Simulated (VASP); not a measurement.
Computed with r2SCAN meta-GGA, VASP's PBE PAW potentials (set 64) (plane waves; VASP).

The input files of a VASP run:

File POSCAR:
```
TiTe
1.0
  0.0000000000   2.8208025613   2.8208025613
  2.8208025613   0.0000000000   2.8208025613
  2.8208025613   2.8208025613   0.0000000000
Te Ti
1 1
Cart
  0.0000000000   0.0000000000   0.0000000000
  2.8208025613   2.8208025613   2.8208025613
```

INCAR:
```
ALGO = Normal
EDIFF = 1E-6
EDIFFG = -0.01
ENCUT = 400
IBRION = 2
ISIF = 3
ISMEAR = 1
LASPH = .TRUE.
LCHARG = .FALSE.
LMAXMIX = 4
LMIXTAU = .TRUE.
LREAL = .FALSE.
LWAVE = .FALSE.
METAGGA = R2SCAN
NELM = 100
NSW = 60
PREC = Accurate
SIGMA = 0.1
SYSTEM = TiTe
```

**KPOINTS**
```
Automatic mesh
0
Gamma
10 10 10
0 0 0
```

POTCAR, in this order: Te Ti_sv (PBE.64 set). Program: vasp_std.

Unless said otherwise, spin-orbit coupling is left out, though it shifts the bands of the heavy elements here.

Question: Estimate the energy per atom (σ→0), volume per atom, band gap (on the k-mesh).

Answer: 
```yaml
energy per atom (σ→0): -19594 meV/atom
band gap (on the k-mesh): none (metal, semimetal or under 0.01 eV)
volume_per_atom: 22.41 Å^3/atom
```

### OSZICAR
```
...
DAV:   1    -0.391865243219E+02   -0.58186E-03   -0.12794E-02  1362   0.158E+00    0.198E-01
DAV:   2    -0.391860039415E+02    0.52038E-03   -0.37977E-03  1462   0.774E-01    0.562E-02
DAV:   3    -0.391859391523E+02    0.64789E-04   -0.29885E-04  1457   0.178E-01    0.237E-02
DAV:   4    -0.391859373592E+02    0.17932E-05   -0.82994E-05  1513   0.761E-02    0.109E-02
DAV:   5    -0.391859406450E+02   -0.32859E-05   -0.18177E-05  1498   0.355E-02    0.106E-02
DAV:   6    -0.391859456967E+02   -0.50516E-05   -0.15504E-06  1105   0.130E-02    0.861E-03
DAV:   7    -0.391859456850E+02    0.11666E-07   -0.91980E-06  1864   0.244E-02
   2 F= -.39185946E+02 E0= -.39187174E+02  d E =-.406462E-05
```

The structure was generated: TiTe was put into the rocksalt type (Fm-3m), which need not be its known phase. This run relaxes it. Symmetry was kept, so distortions that lower it aren't found. The start is the result of an earlier pass. VASP warned that the highest band is occupied, so more bands are needed.
